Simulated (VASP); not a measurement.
GaGe53:

```
CELL_PARAMETERS angstrom
0.00000 8.52000 8.52000
8.52000 0.00000 8.52000
8.52000 8.52000 0.00000
ATOMIC_POSITIONS crystal
Ga 0.00000 0.00000 0.00000
Ge 0.08333 0.08333 0.08333
Ge 0.00000 0.00000 0.33333
Ge 0.08333 0.08333 0.41667
Ge 0.00000 0.00000 0.66667
Ge 0.08333 0.08333 0.75000
Ge 0.00000 0.33333 0.00000
Ge 0.08333 0.41667 0.08333
Ge 0.00000 0.33333 0.33333
Ge 0.08333 0.41667 0.41667
Ge 0.00000 0.33333 0.66667
Ge 0.08333 0.41667 0.75000
Ge 0.00000 0.66667 0.00000
Ge 0.08333 0.75000 0.08333
Ge 0.00000 0.66667 0.33333
Ge 0.08333 0.75000 0.41667
Ge 0.00000 0.66667 0.66667
Ge 0.08333 0.75000 0.75000
Ge 0.33333 0.00000 0.00000
Ge 0.41667 0.08333 0.08333
Ge 0.33333 0.00000 0.33333
Ge 0.41667 0.08333 0.41667
Ge 0.33333 0.00000 0.66667
Ge 0.41667 0.08333 0.75000
Ge 0.33333 0.33333 0.00000
Ge 0.41667 0.41667 0.08333
Ge 0.33333 0.33333 0.33333
Ge 0.41667 0.41667 0.41667
Ge 0.33333 0.33333 0.66667
Ge 0.41667 0.41667 0.75000
Ge 0.33333 0.66667 0.00000
Ge 0.41667 0.75000 0.08333
Ge 0.33333 0.66667 0.33333
Ge 0.41667 0.75000 0.41667
Ge 0.33333 0.66667 0.66667
Ge 0.41667 0.75000 0.75000
Ge 0.66667 0.00000 0.00000
Ge 0.75000 0.08333 0.08333
Ge 0.66667 0.00000 0.33333
Ge 0.75000 0.08333 0.41667
Ge 0.66667 0.00000 0.66667
Ge 0.75000 0.08333 0.75000
Ge 0.66667 0.33333 0.00000
Ge 0.75000 0.41667 0.08333
Ge 0.66667 0.33333 0.33333
Ge 0.75000 0.41667 0.41667
Ge 0.66667 0.33333 0.66667
Ge 0.75000 0.41667 0.75000
Ge 0.66667 0.66667 0.00000
Ge 0.75000 0.75000 0.08333
Ge 0.66667 0.66667 0.33333
Ge 0.75000 0.75000 0.41667
Ge 0.66667 0.66667 0.66667
Ge 0.75000 0.75000 0.75000
```

The cell was built by a generator and needn't be a form met in nature.

```yaml
Program: VASP 6.6.1
Task: relaxation of cell and atoms
Functional: LDA
Potentials_or_basis: VASP PAW LDA potentials, release 64 (Ga, Ge)
Cutoff: 350 eV
k_mesh: 2 × 2 × 2
Occupations: gaussian, width 0.05 eV
Spin: no spin polarisation
```

At the start: pressure -1.5 GPa; volume 22.91 Å³/atom.

Task: Where does the relaxation end?

Result: Over 8 steps the energy falls by 3.0 meV/atom and the volume is 22.43 Å³/atom (-2.1 %); space group F-43m (No. 216, to 0.05 Å).

The path:
| step | energy change (eV) | largest force (eV/Å) | pressure (GPa) | volume (Å³) |
| --- | --- | --- | --- | --- |
| 1 | 0.0000 | 0.2907 | -1.45 | 1236.94 |
| 2 | -0.1239 | 0.1608 | 0.71 | 1200.09 |
| 3 | -0.1428 | 0.1969 | 0.11 | 1209.71 |
| 4 | -0.1564 | 0.1027 | 0.05 | 1210.64 |
| 5 | -0.1616 | 0.0546 | -0.01 | 1211.64 |
| 6 | -0.1641 | 0.0131 | -0.01 | 1211.57 |
| 7 | -0.1642 | 0.0113 | 0.00 | 1211.55 |
| 8 | -0.1643 | 0.0047 | 0.00 | 1211.40 |

Final structure:
```cif
data_structure
_symmetry_space_group_name_H-M 'P 1'
_symmetry_Int_Tables_number 1
_cell_length_a 11.9656
_cell_length_b 11.9656
_cell_length_c 11.9656
_cell_angle_alpha 60.000
_cell_angle_beta 60.000
_cell_angle_gamma 60.000
_cell_volume 1211.40
loop_
_atom_site_label
_atom_site_type_symbol
_atom_site_fract_x
_atom_site_fract_y
_atom_site_fract_z
_atom_site_occupancy
Ga1 Ga 0.00000 0.00000 0.00000 1
Ge1 Ge 0.08223 0.08223 0.08223 1
Ge2 Ge 0.00102 0.00102 0.33151 1
Ge3 Ge 0.08290 0.08290 0.41710 1
Ge4 Ge 0.00102 0.00102 0.66644 1
Ge5 Ge 0.08223 0.08223 0.75332 1
Ge6 Ge 0.00102 0.33151 0.00102 1
Ge7 Ge 0.08290 0.41710 0.08290 1
Ge8 Ge 0.00044 0.33319 0.33319 1
Ge9 Ge 0.08290 0.41710 0.41710 1
Ge10 Ge 0.00102 0.33151 0.66644 1
Ge11 Ge 0.08278 0.41619 0.75052 1
Ge12 Ge 0.00102 0.66644 0.00102 1
Ge13 Ge 0.08223 0.75332 0.08223 1
Ge14 Ge 0.00102 0.66644 0.33151 1
Ge15 Ge 0.08278 0.75052 0.41619 1
Ge16 Ge 0.00026 0.66658 0.66658 1
Ge17 Ge 0.08278 0.75052 0.75052 1
Ge18 Ge 0.33151 0.00102 0.00102 1
Ge19 Ge 0.41710 0.08290 0.08290 1
Ge20 Ge 0.33319 0.00044 0.33319 1
Ge21 Ge 0.41710 0.08290 0.41710 1
Ge22 Ge 0.33151 0.00102 0.66644 1
Ge23 Ge 0.41619 0.08278 0.75052 1
Ge24 Ge 0.33319 0.33319 0.00044 1
Ge25 Ge 0.41710 0.41710 0.08290 1
Ge26 Ge 0.33319 0.33319 0.33319 1
Ge27 Ge 0.41663 0.41663 0.41663 1
Ge28 Ge 0.33308 0.33308 0.66692 1
Ge29 Ge 0.41663 0.41663 0.75011 1
Ge30 Ge 0.33151 0.66644 0.00102 1
Ge31 Ge 0.41619 0.75052 0.08278 1
Ge32 Ge 0.33308 0.66692 0.33308 1
Ge33 Ge 0.41663 0.75011 0.41663 1
Ge34 Ge 0.33308 0.66692 0.66692 1
Ge35 Ge 0.41619 0.75052 0.75052 1
Ge36 Ge 0.66644 0.00102 0.00102 1
Ge37 Ge 0.75332 0.08223 0.08223 1
Ge38 Ge 0.66644 0.00102 0.33151 1
Ge39 Ge 0.75052 0.08278 0.41619 1
Ge40 Ge 0.66658 0.00026 0.66658 1
Ge41 Ge 0.75052 0.08278 0.75052 1
Ge42 Ge 0.66644 0.33151 0.00102 1
Ge43 Ge 0.75052 0.41619 0.08278 1
Ge44 Ge 0.66692 0.33308 0.33308 1
Ge45 Ge 0.75011 0.41663 0.41663 1
Ge46 Ge 0.66692 0.33308 0.66692 1
Ge47 Ge 0.75052 0.41619 0.75052 1
Ge48 Ge 0.66658 0.66658 0.00026 1
Ge49 Ge 0.75052 0.75052 0.08278 1
Ge50 Ge 0.66692 0.66692 0.33308 1
Ge51 Ge 0.75052 0.75052 0.41619 1
Ge52 Ge 0.66658 0.66658 0.66658 1
Ge53 Ge 0.75000 0.75000 0.75000 1
```
